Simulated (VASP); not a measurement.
An input for Ansatz (written as the equivalent of a VASP run, and not itself run):

Ansatz 0.2 input:
```yaml
crystal:
  lattice:
    - [0.0000000, 3.0248816, 3.0248816]
    - [3.0248816, 0.0000000, 3.0248816]
    - [3.0248816, 3.0248816, 0.0000000]
  atoms:
    - { symbol: Sr, position: [0.0000000, 0.0000000, 0.0000000] }
    - { symbol: Te, position: [0.5000000, 0.5000000, 0.5000000] }
kpoints:
  mp_grid: { grid: [8, 8, 8] }
hamiltonian:
  xc: pbe
  pseudopotentials: { kind: paw }
scf:
  occupations: { method: gaussian, width: 0.05 }
  max_iter: 100
relax:
  max_steps: 40
  f_tol: 0.02
  cell: { p_target: 30 }
output: { forces: true, stress: true, eigenvalues: true }
```

Q: Write the VASP files for the same calculation (PBE).

A: Several could match; the one computed here: 
INCAR:
```
SYSTEM=SrTe
PREC=Accurate; ENCUT=500; LREAL=.False.
LASPH=.True.
EDIFF=1E-6; NELM=100; ALGO=Normal
LMAXMIX=4
ISMEAR=0; SIGMA=0.05
GGA=PE
IBRION=2; NSW=40; ISIF=3
EDIFFG=-0.02; PSTRESS=300
LWAVE=.False.; LCHARG=.False.
```

**POSCAR**
```
SrTe
1
    0.0000000000     3.0248816180     3.0248816180
    3.0248816180     0.0000000000     3.0248816180
    3.0248816180     3.0248816180     0.0000000000
Sr Te
1 1
Direct
  0.0000000000   0.0000000000   0.0000000000
  0.5000000000   0.5000000000   0.5000000000
```

KPOINTS:
```
Regular mesh
0
gamma
8 8 8
0 0 0
```

POTCAR, in this order: Sr_sv Te (PBE.64 set). Program: vasp_std.

The two are equivalent in intent, not identical: each code has its own PAW files, so the cut-off isn't converted (ENCUT is set for VASP's; basis.ecutwfc is left out, and Ansatz then takes the one that its files recommend); Ansatz stops its SCF on the density residual and VASP on the energy change (EDIFF).

The compound is SrTe in the rock salt structure. This run relaxes it under an external pressure of 30 GPa. Symmetry was kept, so distortions that lower it aren't found.
